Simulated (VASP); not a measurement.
InSb:

```
In Sb
1.0
     0.00000    3.31661    3.31661
     3.31661    0.00000    3.31661
     3.31661    3.31661    0.00000
In Sb
1 1
Direct
  0.00000 0.00000 0.00000
  0.75000 0.75000 0.75000
```

The cell is a database's computed one.

```yaml
Program: VASP 6.6.1
Task: relaxation of cell and atoms
Functional: LDA
Potentials_or_basis: VASP PAW LDA potentials, release 64 (In_d, Sb)
Cutoff: 600 eV
k_mesh: 12 × 12 × 12
Occupations: gaussian, width 0.1 eV
Spin: no spin polarisation
```

At the start: pressure -3.1 GPa; volume 36.48 Å³/atom.

**Question.** How do energy, volume and symmetry change on relaxing?

**Answer.** Over 3 steps the energy falls by 30.2 meV/atom and the volume is 33.62 Å³/atom (-7.8 %); space group F-43m (No. 216, to 0.05 Å).

The path:
```csv
step,energy change (eV),largest force (eV/Å),pressure (GPa),volume (Å³)
1,0.0000,0.0000,-3.13,72.96
2,-0.0550,0.0000,1.16,65.69
3,-0.0605,0.0000,-0.01,67.24
```

Final structure:
```cif
data_structure
_symmetry_space_group_name_H-M 'P 1'
_symmetry_Int_Tables_number 1
_cell_length_a 4.5644
_cell_length_b 4.5644
_cell_length_c 4.5644
_cell_angle_alpha 60.000
_cell_angle_beta 60.000
_cell_angle_gamma 60.000
_cell_volume 67.24
loop_
_atom_site_label
_atom_site_type_symbol
_atom_site_fract_x
_atom_site_fract_y
_atom_site_fract_z
_atom_site_occupancy
In1 In 0.00000 0.00000 0.00000 1
Sb1 Sb 0.75000 0.75000 0.75000 1
```
